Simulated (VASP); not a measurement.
**Ba4Si: equation of state with PBE**

Crystal: Ba4Si.

```xyz
5
Lattice="-3.9635 3.9635 3.9635 3.9635 -3.9635 3.9635 3.9635 3.9635 -3.9635" Properties=species:S:1:pos:R:3 pbc="T T T"
Ba    1.9818    1.9818    1.9818
Ba   -1.9818    1.9818    1.9818
Ba    1.9818    1.9818   -1.9818
Ba    1.9818   -1.9818    1.9818
Si    0.0000    0.0000    0.0000
```

The cell was built by a generator and needn't be a form met in nature.

```yaml
Program: VASP 6.6.1
Task: equation of state
Functional: PBE
Potentials_or_basis: VASP PAW PBE potentials, release 64 (Ba_sv, Si)
Cutoff: 520 eV
k_mesh: 5 × 5 × 5
Occupations: fermi-dirac, width 0.05 eV
Spin: no spin polarisation
```

```json
{"Equilibrium volume": "50.58 Å³/atom", "Bulk modulus": "15.4 GPa", "Pressure derivative of the bulk modulus": "3.9"}
```

Energy against volume, from the lowest point:
```
volume (Å³/atom)  energy (meV/atom)
          46.823              15.19
          47.819               7.91
          48.815               3.10
          49.812               0.53
          50.808               0.00
          51.804               1.31
          52.800               4.29
```

All runs of the series together: 8.7 min on 1 thread of Intel(R) Xeon(R) 6975P-C (Granite Rapids), with other jobs on the host.

The run has no spin-orbit coupling, so splittings on Ba are missing.
